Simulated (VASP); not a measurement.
All values below come from PW91 GGA, VASP's PBE PAW potentials (set 64) (plane waves; VASP 6.6.1).

The input files of a VASP run:

POSCAR:
```
Tm
1.0
  1.7594389647  -3.0474377505   0.0000000000
  1.7594389647   3.0474377505   0.0000000000
  0.0000000000   0.0000000000   5.4466890692
Tm
2
direct
  0.3333330000   0.6666670000   0.2500000000
  0.6666670000   0.3333330000   0.7500000000
```

### KPOINTS
```
Automatic mesh
0
Gamma
12 12 7
0 0 0
```

**INCAR**
```
! general
SYSTEM =Tm
PREC   =Accurate
ENCUT  =520
LREAL  =.FALSE.
LASPH  =.TRUE.

! electronic loop
EDIFF  =1E-7
NELM   =100
ALGO   =Normal
LMAXMIX=6

! smearing
ISMEAR =1
SIGMA  =0.1

! functional
GGA    =91

! ions
IBRION =2
NSW    =30
ISIF   =4
EDIFFG =-0.01

! output
LWAVE  =.FALSE.
LCHARG =.FALSE.
```

POTCAR, in this order: Tm_3 (PBE.64 set). Program: vasp_std.

What VASP printed:

### OSZICAR
```
       N       E                     dE             d eps       ncg     rms          rms(c)
DAV:   1     0.680467286742E+02    0.68047E+02   -0.84166E+03  1976   0.131E+03
DAV:   2    -0.436615703677E+01   -0.72413E+02   -0.71199E+02  2032   0.410E+02
DAV:   3    -0.881247260590E+01   -0.44463E+01   -0.41276E+01  3251   0.632E+01
DAV:   4    -0.893124665758E+01   -0.11877E+00   -0.11654E+00  3138   0.849E+00
DAV:   5    -0.893280988205E+01   -0.15632E-02   -0.15542E-02  2891   0.794E-01    0.241E+01
DAV:   6    -0.893353303526E+01   -0.72315E-03   -0.34905E-02  3164   0.221E+00    0.143E+01
DAV:   7    -0.895034389282E+01   -0.16811E-01   -0.63328E-02  3048   0.294E+00    0.401E-01
DAV:   8    -0.895005617000E+01    0.28772E-03   -0.39092E-03  2581   0.576E-01    0.649E-02
DAV:   9    -0.895007989081E+01   -0.23721E-04   -0.26173E-04  3289   0.173E-01    0.314E-02
DAV:  10    -0.895007354970E+01    0.63411E-05   -0.31379E-05  2812   0.517E-02    0.461E-02
DAV:  11    -0.895007472329E+01   -0.11736E-05   -0.40339E-06  2543   0.196E-02    0.269E-03
DAV:  12    -0.895007497594E+01   -0.25265E-06   -0.36001E-07  2093   0.629E-03    0.519E-04
DAV:  13    -0.895007497971E+01   -0.37742E-08   -0.28730E-08  1478   0.225E-03
   1 F= -.89500750E+01 E0= -.89491312E+01  d E =-.895007E+01
       N       E                     dE             d eps       ncg     rms          rms(c)
DAV:   1    -0.895060931803E+01   -0.53434E-03   -0.16871E-02  2141   0.103E+00    0.972E-02
DAV:   2    -0.895038015386E+01    0.22916E-03   -0.62553E-04  2959   0.331E-01    0.587E-02
DAV:   3    -0.895025640503E+01    0.12375E-03   -0.13294E-04  3007   0.111E-01    0.317E-02
DAV:   4    -0.895025696371E+01   -0.55868E-06   -0.21520E-05  2855   0.381E-02    0.126E-02
DAV:   5    -0.895025684384E+01    0.11987E-06   -0.72285E-07  2878   0.928E-03    0.700E-04
DAV:   6    -0.895025682388E+01    0.19963E-07   -0.66459E-08  1366   0.246E-03
   2 F= -.89502568E+01 E0= -.89493798E+01  d E =-.181844E-03
       N       E                     dE             d eps       ncg     rms          rms(c)
DAV:   1    -0.895047397757E+01   -0.21713E-03   -0.85286E-03  2111   0.730E-01    0.691E-02
DAV:   2    -0.895035775056E+01    0.11623E-03   -0.31657E-04  2974   0.236E-01    0.418E-02
DAV:   3    -0.895029477849E+01    0.62972E-04   -0.68034E-05  3004   0.797E-02    0.224E-02
DAV:   4    -0.895029514979E+01   -0.37129E-06   -0.11004E-05  2848   0.271E-02    0.903E-03
DAV:   5    -0.895029509030E+01    0.59489E-07   -0.31953E-07  1936   0.655E-03
   3 F= -.89502951E+01 E0= -.89494716E+01  d E =-.220111E-03
```

OUTCAR:
```
------------------------ aborting loop because EDIFF is reached ----------------------------------------
  FORCE on cell =-STRESS in cart. coord.  units (eV):
  Direction    XX          YY          ZZ          XY          YZ          ZX
  --------------------------------------------------------------------------------------
  Total        0.6167748      0.6167749      0.6187576      0.0000000      0.0000000     -0.0000000
  in kB       16.9186460     16.9186469     16.9730359      0.0000000      0.0000000     -0.0000000
  external PRESSURE =      16.9367763 kB  Pullay stress =       0.0000000 kB
  volume of cell :       58.41
      direct lattice vectors                 reciprocal lattice vectors
     1.756387492 -3.042152447  0.000000000     0.284675223 -0.164357312  0.000000000
     1.756387492  3.042152447 -0.000000000     0.284675223  0.164357312  0.000000000
    -0.000000000  0.000000000  5.465631197     0.000000000  0.000000000  0.182961485
 POSITION                                       TOTAL-FORCE (eV/Angst)
 -----------------------------------------------------------------------------------
      1.75639      1.01405      1.36641         0.000000     -0.000000      0.000000
      1.75639     -1.01405      4.09922        -0.000000      0.000000      0.000000
 -----------------------------------------------------------------------------------
    total drift:                               -0.000001      0.000068     -0.000012
  FREE ENERGIE OF THE ION-ELECTRON SYSTEM (eV)
  ---------------------------------------------------
  free  energy   TOTEN  =        -8.9502950903 eV

  energy  without entropy=       -8.9478246638  energy(sigma->0) =       -8.94947161

 reached required accuracy - stopping structural energy minimisation
```
(Selected blocks of OUTCAR.)

**CONTCAR**
```
Tm
   1.00000000000000
     1.7563874915318449   -3.0421524472037156    0.0000000000000000
     1.7563874915318449    3.0421524472037156   -0.0000000000000000
    -0.0000000000000000    0.0000000000000000    5.4656311968228479
  Tm
     2
Direct
     0.3333330000000032    0.6666669999999968    0.2500000000000000
     0.6666669999999968    0.3333330000000032    0.7500000000000000
```

The 4f electrons are frozen in the core of the lanthanide potential, so 4f levels, which can set the real gap, and their magnetism are missing.

The compound is Tm in the hcp structure. This cell is one point of a volume scan, at 0.97 of the reference volume. Symmetry was kept, so distortions that lower it aren't found.
